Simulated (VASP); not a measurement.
Data:

```
NbN
1.0
    0.00000     2.11225     2.11225
    2.11225     0.00000     2.11225
    2.11225     2.11225     0.00000
Nb N
1 1
Cartesian
  0.00000   0.00000   0.00000
  2.11225   2.11225   2.11225
```

These are PBEsol GGA, VASP's PBE PAW potentials (set 64) (plane waves; VASP 6.6.1) values and carry that method's errors. Settings: 620 eV cut-off, 15×15×15 Γ-centred mesh, first-order Methfessel-Paxton smearing of 0.10 eV, potentials Nb_sv N.

Question: What does the run give for the energy per atom (σ→0), pressure, band gap (on the k-mesh) with the smallest direct gap where there is one?

Answer: 
The band gap (on the k-mesh) is none (metal, semimetal or under 0.01 eV), the energy per atom (σ→0) is -10.817 eV/atom and the pressure is 44.89 GPa.

Total energies compare only between runs with the same potentials, cut-off and functional.

The compound is NbN in the rock salt structure, the cubic δ form, which competes with hexagonal ones. It was relaxed first under an external pressure of 45 GPa. VASP warned that the highest band is occupied, so more bands are needed.
